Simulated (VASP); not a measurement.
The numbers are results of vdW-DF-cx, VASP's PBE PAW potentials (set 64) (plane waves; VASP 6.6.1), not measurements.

Input for VASP

**POSCAR**
```
KBr
1
    0.0000000000     3.3672961579     3.3672961579
    3.3672961579     0.0000000000     3.3672961579
    3.3672961579     3.3672961579     0.0000000000
K Br
1 1
Direct
  0.0000000000   0.0000000000   1.0000000000
  0.5000000000   0.5000000000   0.5000000000
```

### INCAR
```
SYSTEM = KBr
PREC = Accurate
ENCUT = 520
EDIFF = 1E-7
NELM = 100
ALGO = Normal
LREAL = .FALSE.
LASPH = .TRUE.
ISMEAR = 0
SIGMA = 0.05
GGA = CX
LUSE_VDW = .TRUE.
AGGAC = 0.0
LMAXMIX = 4
LWAVE = .FALSE.
LCHARG = .FALSE.
ISIF = 2
```

File KPOINTS:
```
kpoints
0
gamma
 7 7 7
0 0 0
```

POTCAR, in this order: K_sv Br (PBE.64 set). Program: vasp_std.

The resulting files:

**OSZICAR**
```
       N       E                     dE             d eps       ncg     rms          rms(c)
DAV:   1     0.103399021308E+03    0.10340E+03   -0.68801E+03   480   0.115E+03
DAV:   2     0.473783364071E+01   -0.98661E+02   -0.90482E+02   588   0.261E+02
DAV:   3    -0.214605718389E+01   -0.68839E+01   -0.68414E+01   604   0.625E+01
DAV:   4    -0.246215638663E+01   -0.31610E+00   -0.31579E+00   912   0.116E+01
DAV:   5    -0.246297670554E+01   -0.82032E-03   -0.82031E-03   608   0.665E-01    0.285E+00
DAV:   6    -0.229405199163E+01    0.16892E+00   -0.29102E-01   596   0.283E+00    0.206E+00
DAV:   7    -0.229221596302E+01    0.18360E-02   -0.13920E-01   604   0.224E+00    0.962E-01
DAV:   8    -0.230743589179E+01   -0.15220E-01   -0.21013E-02   612   0.122E+00    0.152E-01
DAV:   9    -0.230873002341E+01   -0.12941E-02   -0.12509E-03   632   0.255E-01    0.954E-02
DAV:  10    -0.230966105563E+01   -0.93103E-03   -0.13374E-03   524   0.273E-01    0.201E-02
DAV:  11    -0.230968827763E+01   -0.27222E-04   -0.52697E-05   664   0.477E-02    0.119E-02
DAV:  12    -0.230969448349E+01   -0.62059E-05   -0.71770E-06   580   0.196E-02    0.658E-03
DAV:  13    -0.230969658653E+01   -0.21030E-05   -0.47027E-06   596   0.131E-02    0.286E-03
DAV:  14    -0.230969680733E+01   -0.22080E-06   -0.73097E-07   580   0.555E-03    0.676E-04
DAV:  15    -0.230969685503E+01   -0.47700E-07   -0.27393E-08   460   0.143E-03
   1 F= -.23096969E+01 E0= -.23096969E+01  d E =-.157207E-19
```

**OUTCAR**
```
------------------------ aborting loop because EDIFF is reached ----------------------------------------
  FORCE on cell =-STRESS in cart. coord.  units (eV):
  Direction    XX          YY          ZZ          XY          YZ          ZX
  --------------------------------------------------------------------------------------
  Total       -0.3274938     -0.3274938     -0.3274938     -0.0000000      0.0000000      0.0000000
  in kB       -6.8713139     -6.8713139     -6.8713139     -0.0000000      0.0000000      0.0000000
  external PRESSURE =      -6.8713139 kB  Pullay stress =       0.0000000 kB
  volume of cell :       76.36
      direct lattice vectors                 reciprocal lattice vectors
     0.000000000  3.367296158  3.367296158    -0.148487088  0.148487088  0.148487088
     3.367296158  0.000000000  3.367296158     0.148487088 -0.148487088  0.148487088
     3.367296158  3.367296158  0.000000000     0.148487088  0.148487088 -0.148487088
  FREE ENERGIE OF THE ION-ELECTRON SYSTEM (eV)
  ---------------------------------------------------
  free  energy   TOTEN  =        -2.3096968550 eV

  energy  without entropy=       -2.3096968550  energy(sigma->0) =       -2.30969686
```
(Selected blocks of OUTCAR.)

The compound is KBr in the rock salt structure. This cell is one point of a volume scan, at 1.06 of the reference volume.
